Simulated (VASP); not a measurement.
The system is CuF.

```
Cu F
1.0
     2.79368    0.00000    0.00000
     0.00000    2.79368    0.00000
     0.00000    0.00000    2.79368
Cu F
1 1
Direct
  0.00000 0.00000 0.00000
  0.50000 0.50000 0.50000
```

The cell was built by a generator and needn't be a form met in nature.

```yaml
Program: VASP 6.6.1
Task: relaxation of cell and atoms
Functional: PBEsol
Potentials_or_basis: VASP PAW PBE potentials, release 64 (Cu, F)
Cutoff: 600 eV
k_mesh: 8 × 8 × 8
Occupations: fermi-dirac, width 0.02 eV
Spin: no spin polarisation
```

At the start: pressure -7.0 GPa; volume 10.90 Å³/atom.

Task: Where does the relaxation end?

Result: Over 3 steps the energy falls by 17.6 meV/atom and the volume is 10.16 Å³/atom (-6.8 %); space group Pm-3m (No. 221, to 0.05 Å).

The path:
| step | energy change (eV) | largest force (eV/Å) | pressure (GPa) | volume (Å³) |
| --- | --- | --- | --- | --- |
| 1 | 0.0000 | 0.0000 | -7.01 | 21.80 |
| 2 | -0.0351 | 0.0000 | -0.14 | 20.33 |
| 3 | -0.0352 | 0.0000 | -0.05 | 20.31 |

Final structure:
```cif
data_structure
_symmetry_space_group_name_H-M 'P 1'
_symmetry_Int_Tables_number 1
_cell_length_a 2.7284
_cell_length_b 2.7284
_cell_length_c 2.7284
_cell_angle_alpha 90.000
_cell_angle_beta 90.000
_cell_angle_gamma 90.000
_cell_volume 20.31
loop_
_atom_site_label
_atom_site_type_symbol
_atom_site_fract_x
_atom_site_fract_y
_atom_site_fract_z
_atom_site_occupancy
Cu1 Cu 0.00000 0.00000 0.00000 1
F1 F 0.50000 0.50000 0.50000 1
```

Caveat: the PAW data sets were made with another functional, which shifts forces and pressure a little; the run has no spin polarisation, though such a crystal can be magnetic.
